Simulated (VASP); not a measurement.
Wanted: the native input for a VASP 6.6.1 run.

| Property | Result |
| --- | --- |
| Task | relaxation of cell and atoms |
| Functional | PBE |
| Potentials or basis | VASP PAW PBE potentials, release 64 (La, Ta_pv, O) |
| Cutoff | 520 eV |
| k mesh | 3 × 3 × 3 |
| Occupations | gaussian, width 0.15 eV |
| Spin | no spin polarisation |
| Further INCAR settings | PREC = Normal; ALGO = Fast; EDIFF = 0.0001; IBRION = 2; EDIFFG = -0.08; NSW = 24; ISIF = 3 |

The structure of La2TaO5 lies in POSCAR:

```
La2TaO5
1.0
   -3.0807373000      3.0807373000      3.3064952700
    3.0807373000     -3.0807373000      3.3064952700
    3.0807373000      3.0807373000     -3.3064952700
La Ta O
2 1 5
Direct
    0.5000000000      0.0000000000      0.5000000000
    0.0000000000      0.5000000000      0.5000000000
    0.0000000000      0.0000000000      0.0000000000
    0.5000000000      0.5000000000      0.5000000000
    0.0000000000      0.0000000000      0.5000000000
    0.5000000000      0.0000000000      0.0000000000
    0.0000000000      0.5000000000      0.0000000000
    0.5000000000      0.5000000000      0.0000000000
```

The cell was built by a generator and needn't be a form met in nature.

These files were run (other wordings do the same):

INCAR

```
ALGO = Fast ; EDIFF = 1E-4
EDIFFG = -0.08 ; ENCUT = 520
GGA = PE ; IBRION = 2
ISIF = 3 ; ISMEAR = 0
LASPH = T ; LCHARG = F
LREAL = F ; LWAVE = F
NELM = 60 ; NSW = 24
PREC = Normal ; SIGMA = 0.15
```

KPOINTS

```
k-points
0
Gamma
  3 3 3
```

Potentials or basis: VASP PAW PBE potentials, release 64 (La, Ta_pv, O).

The run is started by

```bash
$ cat potpaw_PBE.64/La/POTCAR potpaw_PBE.64/Ta_pv/POTCAR potpaw_PBE.64/O/POTCAR > POTCAR
$ mpirun -np 1 vasp_std > vasp.out
```

Results of the run:

- Relaxed volume: 12.59 Å³/atom
- Relaxed cell: a = 5.077 Å, b = 5.077 Å, c = 5.077 Å, α = 110.10°, β = 110.10°, γ = 108.21°
- Space group after relaxing (to 0.05 Å): I4/mmm (No. 139)
- Energy gained by relaxing: 239.3 meV/atom
- Ionic steps: 6
- Pressure after relaxing: 0.8 GPa
- Band gap on the k mesh: none (metal or under the smearing width)

Caveat: the k mesh is coarse (spacing up to 0.48 Å⁻¹), so the values aren't converged; the volume moved by over 15 % at a fixed basis, so the end points are rough; an odd number of electrons without spin polarisation forces a metal; a magnetic or distorted state may lie lower.

It took 3 min on 1 thread of Intel(R) Xeon(R) Platinum 8259CL CPU @ 2.50GHz (Skylake/Cascade Lake), with other jobs on the host, peak memory 0.22 GiB.
